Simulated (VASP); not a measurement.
Here is a VASP 6.6.1 calculation.

Contents of INCAR:

```
PREC = Accurate
ENCUT = 520
EDIFF = 1E-6
ISMEAR = 0
SIGMA = 0.1
LREAL = F
LASPH = T
NELM = 150
ALGO = Normal
ISIF = 2
LWAVE = F
LCHARG = F
METAGGA = R2SCAN
LMIXTAU = T
NBANDS = 19
KPAR = 4
```

KPOINTS

```
Automatic mesh
0
Gamma
  8 10 6
```

POSCAR

```
SiB2                                    
1.0
    3.7758433872      0.0000000000      0.0189175484
    0.0000000000      2.9817493377      0.0000000000
   -1.7276612452      0.0000000000      4.7403538267
  Si              B             
     2     4
Direct
     0.7189361346283389    0.2500000000000000    0.7489812949934640
     0.2810638653716611    0.7500000000000000    0.2510187050065361
     0.1213520224589783    0.2500000000000000    0.5709621575236062
     0.3506541632249571    0.2500000000000000    0.9607142539557180
     0.6493458367750429    0.7500000000000000    0.0392857460442820
     0.8786479775410218    0.7500000000000000    0.4290378424763937
```

Potentials or basis: VASP PAW PBE potentials, release 64 (Si, B).

Command:

```sh
$ cat potpaw_PBE.64/Si/POTCAR potpaw_PBE.64/B/POTCAR > POTCAR
$ mpirun -np 4 vasp_std > vasp.out
```

**Question.** Estimate the band gap on the k mesh.

**Answer.** None (metal or under the smearing width).

**Question.** Estimate the pressure.

**Answer.** -2.5 GPa.

Forces in eV/Å, atoms in the order of the input:
```
Si  -0.069  0.000  0.036
Si   0.069  0.000 -0.036
B    0.039  0.000  0.008
B   -0.012  0.000  0.034
B    0.012  0.000 -0.034
B   -0.039  0.000 -0.008
```

Caveat: the PAW data sets were made with another functional, which shifts forces and pressure a little.
